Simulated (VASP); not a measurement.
**Zn6C: changing the dispersion correction**

The cell as given:

```cif
data_structure
_symmetry_space_group_name_H-M 'Im-3m'
_symmetry_Int_Tables_number 229
_cell_length_a 6.3146
_cell_length_b 6.3146
_cell_length_c 6.3146
_cell_angle_alpha 90.000
_cell_angle_beta 90.000
_cell_angle_gamma 90.000
_cell_volume 251.79
loop_
_atom_site_label
_atom_site_type_symbol
_atom_site_symmetry_multiplicity
_atom_site_Wyckoff_symbol
_atom_site_fract_x
_atom_site_fract_y
_atom_site_fract_z
_atom_site_occupancy
Zn1 Zn 12 e 0.32045 0.00000 0.00000 1
C1 C 2 a 0.00000 0.00000 0.00000 1
```

The cell comes from a database or a generator and needn't be the stable form of this composition.

Kept alike: task relaxation of cell and atoms; functional PBEsol; k mesh 5 × 5 × 5; occupations fermi-dirac, width 0.05 eV; no spin polarisation. Program: VASP, PBE PAW files C, Zn, 600 eV. The mesh is that of the run's cell of 7 atoms. No spin-orbit coupling.

| dispersion correction | volume (Å³/atom) |
| --- | --- |
| D3(zero) | 16.824 |
| D3(BJ) | 16.604 |
| D4 | 16.854 |
| none | 17.170 |
| rVV10 (b = 20) | 17.070 |

The relaxations keep at least the cell's symmetry (Im-3m). For a metal such a mesh leaves the last digits unconverged. Relaxations stop with a little pressure left, so the last digits of a volume or edge aren't settled. All rows use potentials made for PBE.

The volume runs from 16.604 (D3(BJ)) to 17.170 Å³/atom (none). Against no correction: D3(zero) -2.0 %; D3(BJ) -3.3 %; D4 -1.8 %; rVV10 (b = 20) -0.6 %. Dispersion terms mostly attract and so lower the volume; the schemes' coefficients and damping set how far.
